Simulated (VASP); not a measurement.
An input for Quantum ESPRESSO's pw.x (written as the equivalent of a VASP run, and not itself run):

```
&CONTROL
  calculation = 'scf'
  pseudo_dir = './pseudo'
  outdir = './out'
  tprnfor = .true.
  tstress = .true.
/
&SYSTEM
  ibrav = 0
  nat = 2
  ntyp = 2
  ecutwfc = 102
  occupations = 'tetrahedra'
  input_dft = 'pz'
/
&ELECTRONS
  conv_thr = 7.3e-09
  electron_maxstep = 100
/
ATOMIC_SPECIES
  Cd 112.414 Cd.upf
  O 15.999 O.upf
CELL_PARAMETERS angstrom
     0.0000000    2.3274354    2.3274354
     2.3274354    0.0000000    2.3274354
     2.3274354    2.3274354    0.0000000
ATOMIC_POSITIONS crystal
  Cd   0.0000000  0.0000000  0.0000000
  O    0.5000000  0.5000000  0.5000000
K_POINTS automatic
  15 15 15 0 0 0
```

Task: Write the VASP files for the same calculation (LDA).

Result: Several could match; the one computed here: 
INCAR:
```
! general
SYSTEM  = CdO
PREC    = Accurate
ENCUT   = 520   ! plane-wave cut-off (eV)
LREAL   = .FALSE.   ! projection in real space or not
LASPH   = .TRUE.   ! aspherical one-centre terms

! electronic loop
EDIFF   = 1E-7
NELM    = 100   ! most electronic steps
ALGO    = Normal   ! blocked Davidson
LMAXMIX = 4   ! l cut-off of mixed one-centre charges

! smearing
ISMEAR  = -5   ! tetrahedra, Bloechl

! ions
ISIF    = 2   ! forces and stress, cell fixed

! output
LWAVE   = .FALSE.
LCHARG  = .TRUE.
LORBIT  = 11   ! lm-projected
NEDOS   = 601
```

File KPOINTS:
```
Automatic mesh
0
Gamma
15 15 15
0 0 0
```

File POSCAR:
```
CdO
3.2914910
  0.0000000000   0.7071067139   0.7071067139
  0.7071067139   0.0000000000   0.7071067139
  0.7071067139   0.7071067139   0.0000000000
Cd O
1 1
Cartesian
  0.0000000000   0.0000000000   0.0000000000
  0.7071067139   0.7071067139   0.7071067139
```

POTCAR, in this order: Cd O (LDA.64 set). Program: vasp_std.

The two are equivalent in intent, not identical: the potentials are each code's own (VASP's PAW set, PseudoDojo norm-conserving files in pw.x), so ENCUT and ecutwfc are chosen apart and not converted; conv_thr bounds pw.x's estimated SCF error, while EDIFF bounds the energy change between steps.

The compound is CdO in the rock salt structure. It was relaxed first.
